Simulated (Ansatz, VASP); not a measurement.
# TiAl3 in two plane-wave programs, part 2 of 2

One calculation is typed for both programs; each brings its own data sets. How far apart do they land? Of the first pair: The structure shown is the end of the Ansatz relaxation below.

VASP 6.6.1 and Ansatz 0.2.0.

So far. Step 3 (VASP: single point, PBEsol, pair 1): The run ends at a pressure of 14.68 GPa.

## (6) VASP: single point, PBEsol, pair 2

Level of this step: PBEsol; plane waves and PAW (Al, Ti_sv) (VASP).

The same cell, functional, mesh and smearing now go to VASP, with its own data sets.

INCAR reads:

```
SYSTEM = TiAl3
PREC = Accurate
ENCUT = 500
EDIFF = 1E-06
NELM = 120
ISMEAR = 1
SIGMA = 0.2
LREAL = .FALSE.
ALGO = Normal
GGA = PS
NBANDS = 16
LASPH = .TRUE.
LORBIT = 11
LWAVE = .FALSE.
LCHARG = .FALSE.
ISIF = 2
GGA_COMPAT = .FALSE.
KPAR = 2
```

POSCAR reads:

```
TiAl3
1.0
   -1.8563106038      1.8563106038      4.1543745271
    1.8563106038     -1.8563106038      4.1543745271
    1.8563106038      1.8563106038     -4.1543745271
Al Ti
3 1
Direct
    0.5000000000      0.5000000000      0.0000000000
    0.7500000000      0.2500000000      0.5000000000
    0.2500000000      0.7500000000      0.5000000000
    0.0000000000      0.0000000000      0.0000000000
```

KPOINTS reads:

```
Automatic mesh
0
Gamma
16 16 16
0 0 0
```

The projector-augmented-wave data sets are Al and Ti_sv (PBE family, release 64).

The run is started by

```bash
$ mpirun -np 2 vasp_std
```

Numbers of over 12 decimals in the logs are rounded to 6 here.

What it wrote:

```text
[banner, memory and clock lines left out]
running    2 mpi-ranks, on    1 nodes
[...]
[... a notice as in an earlier step ...]

 LDA part: xc-table for (Slater+PW92), standard interpolation
 POSCAR, INCAR and KPOINTS ok, starting setup
[...]
entering main loop
       N       E                     dE             d eps       ncg     rms          rms(c)
DAV:   1     0.117335160166E+03    0.11734E+03   -0.92781E+03 11168   0.120E+03
DAV:   2    -0.156100701859E+02   -0.13295E+03   -0.13094E+03 11512   0.313E+02
DAV:   3    -0.238326662246E+02   -0.82226E+01   -0.80764E+01 18680   0.695E+01
DAV:   4    -0.240089089069E+02   -0.17624E+00   -0.17612E+00 12888   0.102E+01
[...]
DAV:  12    -0.220631137067E+02    0.49947E-04   -0.44029E-04 15336   0.170E-01    0.344E-02
DAV:  13    -0.220631113440E+02    0.23627E-05   -0.12952E-05 13520   0.318E-02    0.154E-02
DAV:  14    -0.220631112557E+02    0.88291E-07   -0.51867E-06 13760   0.155E-02
   1 F= -.22063111E+02 E0= -.22063352E+02  d E =0.722002E-03
```

OUTCAR, selected parts (step 6):

```text
  Total        3.9896994      3.9896994      3.9768895      0.0000000     -0.0000000      0.0000000
  in kB      111.6307465    111.6307465    111.2723291      0.0000000     -0.0000000      0.0000000
  external PRESSURE =     111.5112740 kB  Pullay stress =       0.0000000 kB

 POSITION                                       TOTAL-FORCE (eV/Angst)
 -----------------------------------------------------------------------------------
      0.00000      0.00000      4.15437        -0.000000      0.000000     -0.000000
      0.00000      1.85631      2.07719        -0.000000     -0.000000     -0.000000
      1.85631      0.00000      2.07719         0.000000      0.000000      0.000000
      0.00000      0.00000      0.00000        -0.000000      0.000000     -0.000000
 -----------------------------------------------------------------------------------
    total drift:                               -0.000000      0.000000      0.000000

  FREE ENERGIE OF THE ION-ELECTRON SYSTEM (eV)
  ---------------------------------------------------
  free  energy   TOTEN  =       -22.0631112557 eV

  energy  without entropy=      -22.0638332573  energy(sigma->0) =      -22.06335192

[... 1 part as in an earlier step ...]

[... 2 further parts left out ...]
[key lines of the parts left out:]
E-fermi :   9.2042
```

The run ends at a pressure of 11.15 GPa.

## (7) Differences

Both answers:

```csv
quantity,Ansatz,VASP,difference
pressure (GPa),11.00,11.15,-0.15
```

## (8) VASP: relaxation of cell and atoms, PBEsol

The relaxed volume is the usual yardstick between codes: in a stiff, nearly cubic crystal its relative difference is about their pressure difference at one cell divided by the bulk modulus. Its start cell is another than that of the pair before, and may be another structure of the material.

INCAR, as its differences from that of step 6:

```diff
@@ -3,3 +3,3 @@
 ENCUT = 500
-EDIFF = 1E-06
+EDIFF = 1E-07
 NELM = 120
@@ -15,4 +15,8 @@
 LCHARG = .FALSE.
-ISIF = 2
+ISIF = 3
+IBRION = 2
+NSW = 80
+EDIFFG = -0.005
 GGA_COMPAT = .FALSE.
+NELMIN = 4
 KPAR = 2
```

POSCAR reads:

```
TiAl3
1.0
   -1.9076020000      1.9076020000      4.2766310000
    1.9076020000     -1.9076020000      4.2766310000
    1.9076020000      1.9076020000     -4.2766310000
Al Ti
3 1
Direct
    0.5000000000      0.5000000000      0.0000000000
    0.7499999415      0.2499999415      0.5000000000
    0.2499999415      0.7499999415      0.5000000000
    0.0000000000      0.0000000000      0.0000000000
```

KPOINTS is that of step 6.

The run is started by

```bash
$ mpirun -np 2 vasp_std
```

What it wrote:

```text
[... set-up lines as in an earlier step ...]
 entering main loop
       N       E                     dE             d eps       ncg     rms          rms(c)
DAV:   1     0.112494050790E+03    0.11249E+03   -0.91654E+03 11168   0.118E+03
DAV:   2    -0.160125115345E+02   -0.12851E+03   -0.12645E+03 11440   0.305E+02
DAV:   3    -0.241419363575E+02   -0.81294E+01   -0.79734E+01 18880   0.687E+01
DAV:   4    -0.243221296386E+02   -0.18019E+00   -0.18006E+00 12688   0.102E+01
[...]
DAV:  17    -0.222278328220E+02    0.63653E-06   -0.16345E-06 13752   0.990E-03    0.101E-02
DAV:  18    -0.222278326558E+02    0.16627E-06   -0.23820E-07 11944   0.403E-03    0.520E-03
DAV:  19    -0.222278325808E+02    0.74938E-07   -0.46034E-08  6496   0.184E-03
   1 F= -.22227833E+02 E0= -.22228192E+02  d E =-.222278E+02
[...]
N       E                     dE             d eps       ncg     rms          rms(c)
DAV:   1    -0.222285669871E+02   -0.73433E-03   -0.13136E-02 14720   0.135E+00    0.243E-01
[...]
DAV:   6    -0.222278419834E+02   -0.16749E-05   -0.83214E-06 16704   0.180E-02    0.142E-03
DAV:   7    -0.222278419841E+02   -0.70418E-09   -0.84174E-07 14216   0.577E-03
   2 F= -.22227842E+02 E0= -.22228204E+02  d E =-.940322E-05
 trial-energy change:   -0.000009  1 .order   -0.000015   -0.000072    0.000042
 step:   0.5594(harm=  0.6303)  dis= 0.00000  next Energy=   -22.227852 (dE=-0.192E-04)
[...]
N       E                     dE             d eps       ncg     rms          rms(c)
DAV:   1    -0.222279916281E+02   -0.14964E-03   -0.25401E-03 14752   0.595E-01    0.107E-01
DAV:   2    -0.222279512812E+02    0.40347E-04   -0.28140E-03 17016   0.426E-01    0.631E-02
DAV:   3    -0.222278492124E+02    0.10207E-03   -0.73060E-04 15320   0.192E-01    0.119E-02
DAV:   4    -0.222278488409E+02    0.37154E-06   -0.20199E-05 15560   0.364E-02    0.403E-03
DAV:   5    -0.222278505350E+02   -0.16941E-05   -0.23360E-06 17736   0.954E-03    0.395E-03
DAV:   6    -0.222278514795E+02   -0.94457E-06   -0.16188E-06 16800   0.771E-03    0.602E-04
DAV:   7    -0.222278515767E+02   -0.97124E-07   -0.13590E-07  8976   0.252E-03
   3 F= -.22227852E+02 E0= -.22228212E+02  d E =-.189958E-04
[...]
reached required accuracy - stopping structural energy minimisation
```

Parts of OUTCAR (step 8):

```text
  Total       -0.0002172     -0.0002172      0.0057448      0.0000000      0.0000000      0.0000000
  in kB       -0.0055861     -0.0055861      0.1477273      0.0000000      0.0000000      0.0000000
  external PRESSURE =       0.0455184 kB  Pullay stress =       0.0000000 kB

 POSITION                                       TOTAL-FORCE (eV/Angst)
 -----------------------------------------------------------------------------------
      0.00000      0.00000      4.27805         0.000000      0.000000     -0.000000
      0.00000      1.90814      2.13903         0.000000      0.000000     -0.000000
      1.90814      0.00000      2.13903         0.000000      0.000000     -0.000000
      0.00000     -0.00000      0.00000        -0.000000     -0.000000      0.000000
 -----------------------------------------------------------------------------------
    total drift:                               -0.000000     -0.000000     -0.000088

  FREE ENERGIE OF THE ION-ELECTRON SYSTEM (eV)
  ---------------------------------------------------
  free  energy   TOTEN  =       -22.2278515767 eV

  energy  without entropy=      -22.2289333228  energy(sigma->0) =      -22.22821216

 reached required accuracy - stopping structural energy minimisation

[... 1 part as in an earlier step ...]

[... 2 further parts left out ...]
[key lines of the parts left out:]
E-fermi :   8.3220
```

The run keeps the 16 symmetry operations of its start, so it cannot find a distortion of lower symmetry.

## (9) Ansatz: relaxation of cell and atoms, PBEsol

The same cell, functional, mesh and smearing now go to Ansatz, which takes its cutoff from its data sets.

The cell is taken from a series of runs on this material, whose earlier steps may have relaxed, scaled, displaced or heated it; both programs get it as it stands.

input.yaml reads:

```yaml
crystal:
  lattice:
    - [-1.9076016119, 1.9076016119, 4.2766307973]
    - [1.9076016119, -1.9076016119, 4.2766307973]
    - [1.9076016119, 1.9076016119, -4.2766307973]
  atoms:
    - { symbol: Al, position: [0.5, 0.5, 0.0] }
    - { symbol: Al, position: [0.75, 0.25, 0.5] }
    - { symbol: Al, position: [0.25, 0.75, 0.5] }
    - { symbol: Ti, position: [0.0, 0.0, 0.0] }
kpoints:
  mp_grid: { grid: [16, 16, 16] }
hamiltonian:
  xc: pbesol
  pseudopotentials: { kind: paw, azcp: { folder: soft_1 }, xc_functional: pbe }
scf:
  occupations: { method: methfessel_paxton, width: 0.2 }
output:
  forces: true
  stress: true
  eigenvalues: true
relax:
  adjacent_minimum: "off"
  f_tol: 0.001
  max_steps: 60
  cell: { stress_tol: 0.01 }
```

The run is started by

```bash
$ ansatz run input.yaml --threads 4 --pin off --max-ram 16384MiB --backend cpu --events-out ev --progress --plain --runs-dir out
```

What it wrote:

```text
[...]
Crystal: 4 atoms, lattice volume = 62.250 Å³
Basis set: ecut = 420 eV, 1203 PW (Γ), exchange–correlation on 72×72×72 points (8 copies of the dense FFT grid, shifted against one another)
Bands: 15, of which v1, the nominal top of the filled ones, is band 11 counted from 1 (10 counted from 0)
Symmetry: 16 space group operations
[...]
k-points: 349 of 4096
[...]
--- Relaxed structure (3 steps of the walk, 3 accepted, 1 SCFs on fresh bases) ---
[...]
cell:  # Å, volume = 62.2414 Å³
    - [-1.907366, 1.907366, 4.277117]
    - [1.907366, -1.907366, 4.277117]
    - [1.907366, 1.907366, -4.277117]
  atoms:
    - { symbol: Al, position: [0.500000, 0.500000, 0] }
    - { symbol: Al, position: [0.75, 0.25, 0.5] }
    - { symbol: Al, position: [0.25, 0.75, 0.5] }
    - { symbol: Ti, position: [0, 0, 0] }
[key lines of the parts left out:]
SCF converged after 5 iterations
Free energy (F): -4049.163775 eV
Fermi energy:    9.644960 eV
P = ⅓ Tr σ = 0.0004 GPa (0.004 kbar)
```

## (10) Differences

What differs besides the data sets and the points named for the pairs above, as far as they apply: Ansatz adds a Pulay correction to the stress that steers its cell, VASP none. Total energies have different zeros and are not compared.

The two programs side by side:

| quantity | Ansatz | VASP | difference |
| --- | --- | --- | --- |
| volume (Å³) | 62.24 | 62.31 | -0.10 % |
| edge a after relaxation, in the typed setting (Å) | 5.057 | 5.058 | -0.03 % |

## (11) What came out

- difference in pressure (single point, PBEsol, pair 1): -0.16 GPa
- difference in pressure (single point, PBEsol, pair 2): -0.15 GPa
- difference in volume (relaxation of cell and atoms, PBEsol): -0.10 %

The difference in pressure is -0.16 GPa (single point, PBEsol, pair 1), within the 1 GPa picked in this series as the mark of a large difference. 5 further runs of this series are not shown here. Such differences can come from data sets, numerical settings and the points named under the comparisons, not from the functional's error against experiment.

[Lines on the potential files, build, host, timing and source positions are cut from VASP's logs without a mark.]

[Logs are printed without paths, hosts, clocks, repeated set-up lines and the standing remarks that a program may print on its own settings, such as how far it seeks lower states.]

[Hosts, paths, dates, database ids (printed as entryN), source tags and the programs' standing remarks are cut or masked in the printed files.]
